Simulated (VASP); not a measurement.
These are PBE GGA, VASP's PBE PAW potentials (set 64) (plane waves; VASP) values and carry that method's errors.

A VASP calculation is set up with these files.

File POSCAR:
```
Ni3Fe
1.0
  3.5958910000   0.0000000000   0.0000000000
  0.0000000000   3.6495380000   0.0000000000
  0.0000000000   0.0000000000   3.5884310000
Fe Ni
1 3
Cart
  0.0000000000   0.0000000000   0.0000000000
  0.0000000000   1.8247690000   1.7942155000
  1.7979455000   0.0000000000   1.7942155000
  1.8875047612   1.8247690000   0.0000000000
```

**INCAR**
```
ALGO = Normal
EDIFF = 1E-6
ENCUT = 400
GGA = PE
ISIF = 2
ISMEAR = 1
ISPIN = 2
LASPH = .TRUE.
LCHARG = .FALSE.
LMAXMIX = 4
LORBIT = 10
LREAL = .FALSE.
LWAVE = .FALSE.
MAGMOM = 3.0 0.7 0.7 0.7
NELM = 100
PREC = Accurate
SIGMA = 0.1
SYSTEM = Ni3Fe
```

### KPOINTS
```
Automatic mesh
0
Monkhorst-Pack
9 9 9
0 0 0
```

POTCAR, in this order: Fe Ni (PBE.64 set). Program: vasp_std.

Gaps are read on the run's mesh, which can miss a band edge.

Q: What does the run give for the energy per atom (σ→0), cell moment, pressure, largest force, band gap (on the k-mesh)?

A: 
| Item | Value |
|---|---|
| energy per atom (σ→0) | -6.222 eV/atom |
| cell moment | 4.93 μB |
| band gap (on the k-mesh) | none (metal, semimetal or under 0.01 eV) |
| pressure | -9.40 GPa |
| largest force | 0.581 eV/Å |

### OSZICAR
```
...
DAV:  12    -0.248868641095E+02   -0.27555E-02   -0.51914E-02 18526   0.444E+00    0.141E+00
DAV:  13    -0.248857354247E+02    0.11287E-02   -0.15972E-02 14770   0.398E+00    0.107E+00
DAV:  14    -0.248866080222E+02   -0.87260E-03   -0.57985E-03 15766   0.228E+00    0.298E-01
DAV:  15    -0.248867963020E+02   -0.18828E-03   -0.22242E-03 17892   0.753E-01    0.622E-02
DAV:  16    -0.248868431199E+02   -0.46818E-04   -0.23605E-04 15498   0.177E-01    0.866E-02
DAV:  17    -0.248868290502E+02    0.14070E-04   -0.63055E-05 15398   0.219E-01    0.182E-02
DAV:  18    -0.248868288686E+02    0.18155E-06   -0.92220E-06 15452   0.597E-02
   1 F= -.24886829E+02 E0= -.24886606E+02  d E =-.667881E-03  mag=     4.9344
```

The compound is Ni3Fe in the L1_2 structure. The cell was not relaxed at this level, atoms are displaced from their ideal sites. The run is one of a series of settings (KPOINTS 9×9×9 Monkhorst-Pack mesh against the base run), some of them coarse on purpose.
